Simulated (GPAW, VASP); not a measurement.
This is a calculation of RuSe for GPAW 26.7.0 (ASE script). The cell comes from a database or a generator and needn't be the stable form of this composition.

File run.py:

```python
from ase.dft.bandgap import bandgap
from ase.io import read, write
from ase.units import GPa
from gpaw import GPAW, PW

atoms = read('RuSe.xyz')
atoms.set_initial_magnetic_moments([-0.91, 0.0])

calc = GPAW(mode=PW(600),
            xc='PBE',
            kpts={'size': (6, 6, 6), 'gamma': True},
            occupations={'name': 'methfessel-paxton', 'order': 0, 'width': 0.05},
            nbands=22,
            convergence={'density': 1e-05, 'energy': 1e-05},
            maxiter=150,
            txt='gpaw.txt')
atoms.calc = calc
energy = atoms.get_potential_energy()
forces = atoms.get_forces()
stress = atoms.get_stress()
calc.write('gs.gpw')
write('result.traj', atoms)
print(f'Energy: {energy:.6f} eV')
print('Forces (eV/A):')
print(forces.round(4))
print('Stress (GPa):', (stress / GPa).round(3))
print('Moments:', calc.get_magnetic_moments().round(3))
print('Fermi level:', round(calc.get_fermi_level(), 4), 'eV')
print(f'Gap: {bandgap(calc)[0]:.4f} eV, direct: {bandgap(calc, direct=True)[0]:.4f} eV')
```

RuSe.xyz

```xyz
2
Lattice="0.0000000000 2.9063344000 2.9063344000 2.9063344000 0.0000000000 2.9063344000 2.9063344000 2.9063344000 0.0000000000" Properties=species:S:1:pos:R:3 pbc="T T T"
Ru     0.0000000000      0.0000000000      0.0000000000
Se     1.4531672000      1.4531672000      1.4531672000
```

Potentials or basis: GPAW PAW data sets (gpaw-data 1.2.1), pw.

Launch:

```bash
$ OMP_NUM_THREADS=1 python run.py
```

**Question.** Translate it to VASP 6.6.1. Potentials or basis there: PBE PAW files Ru_pv, Se, 520 eV.

**Answer.** As run (cutoffs and basis follow the program's own potentials, and thresholds, step limits or extra output files can differ):

The input INCAR:

```
SYSTEM = RuSe
ALGO     = Normal         ! electronic algorithm
EDIFF    = 1E-6           ! SCF threshold, eV
ENCUT    = 520            ! plane-wave cutoff, eV
GGA      = PE             ! functional
ISIF     = 2              ! what is computed and relaxed
ISMEAR   = 0              ! smearing method
ISPIN    = 2              ! spin polarisation
LASPH    = .TRUE.         ! aspherical terms in the spheres
LCHARG   = .FALSE.        ! write CHGCAR
LMAXMIX  = 4              ! l up to which the mixer works
LORBIT   = 11             ! projections on sites
LREAL    = .FALSE.        ! projectors in reciprocal space
LWAVE    = .FALSE.        ! write WAVECAR
MAGMOM   = -0.91 0        ! initial moments
NELM     = 100            ! most SCF steps
PREC     = Accurate       ! precision mode
SIGMA    = 0.05           ! smearing width, eV
```

KPOINTS

```
k-points
0
G
  6 6 6
  0 0 0
```

POSCAR

```
RuSe
1.0
    0.0000000000      2.9063344000      2.9063344000
    2.9063344000      0.0000000000      2.9063344000
    2.9063344000      2.9063344000      0.0000000000
Ru Se
1 1
Direct
    0.0000000000      0.0000000000      0.0000000000
    0.2500000000      0.2500000000      0.2500000000
```

Potentials or basis: VASP PAW PBE potentials, release 64 (Ru_pv, Se).

Launch:

```bash
$ cat potpaw_PBE.64/Ru_pv/POTCAR potpaw_PBE.64/Se/POTCAR > POTCAR
$ mpirun -np 1 vasp_std > vasp.out
```

Both were run:

|  | GPAW | VASP |
| --- | --- | --- |
| Pressure | -12.6 GPa | -12.7 GPa |
| Net moment | 0.00 μB per cell | 0.00 μB per cell |

The potentials hold 22 and 20 valence electrons a cell.

The magnetic state is the one that the start led to; the real crystal's order can differ.

The cell lies far from this level's equilibrium.

Pressure is positive in compression.
